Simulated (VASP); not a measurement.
An input for Ansatz (written as the equivalent of a VASP run, and not itself run):

Ansatz 0.2 input:
```yaml
crystal:
  lattice:
    - [3.1155562, 0.0000000, 0.0000000]
    - [0.0000000, 3.1155562, 0.0000000]
    - [0.0000000, 0.0000000, 3.1155562]
  atoms:
    - { symbol: Be, position: [0.0000000, 0.0000000, 0.0000000] }
    - { symbol: Te, position: [0.5000000, 0.5000000, 0.5000000] }
kpoints:
  mp_grid: { grid: [12, 12, 12] }
hamiltonian:
  xc: pbesol
  pseudopotentials: { kind: paw }
scf:
  occupations: { method: methfessel_paxton, width: 0.1 }
  max_iter: 100
relax:
  max_steps: 40
  f_tol: 0.02
  cell: { p_target: 30 }
output: { forces: true, stress: true, eigenvalues: true }
```

Problem. Write the VASP files for the same calculation (PBEsol).

Solution. Several could match; the one computed here: 
### INCAR
```
# general
SYSTEM  = BeTe
PREC    = Accurate
ENCUT   = 500
LREAL   = F
LASPH   = T

# electronic loop
EDIFF   = 1E-6
NELM    = 100
ALGO    = Normal
LMAXMIX = 4

# smearing
ISMEAR  = 1
SIGMA   = 0.1

# functional
GGA     = PS

# ions
IBRION  = 2
NSW     = 40
ISIF    = 3
EDIFFG  = -0.02
PSTRESS = 300

# output
LWAVE   = F
LCHARG  = F
```

### POSCAR
```
BeTe
1
    3.1155561578     0.0000000000     0.0000000000
    0.0000000000     3.1155561578     0.0000000000
    0.0000000000     0.0000000000     3.1155561578
Be Te
1 1
Direct
  0.0000000000   0.0000000000   0.0000000000
  0.5000000000   0.5000000000   0.5000000000
```

**KPOINTS**
```
Automatic mesh
0
Gamma
12 12 12
0 0 0
```

POTCAR, in this order: Be Te (PBE.64 set). Program: vasp_std.

The two are equivalent in intent, not identical: each code has its own PAW files, so the cut-off isn't converted (ENCUT is set for VASP's; basis.ecutwfc is left out, and Ansatz then takes the one that its files recommend); Ansatz stops its SCF on the density residual and VASP on the energy change (EDIFF).

The structure was generated: BeTe was put into the CsCl type type (Pm-3m), which need not be its known phase. This run relaxes it under an external pressure of 30 GPa. Symmetry was kept, so distortions that lower it aren't found.
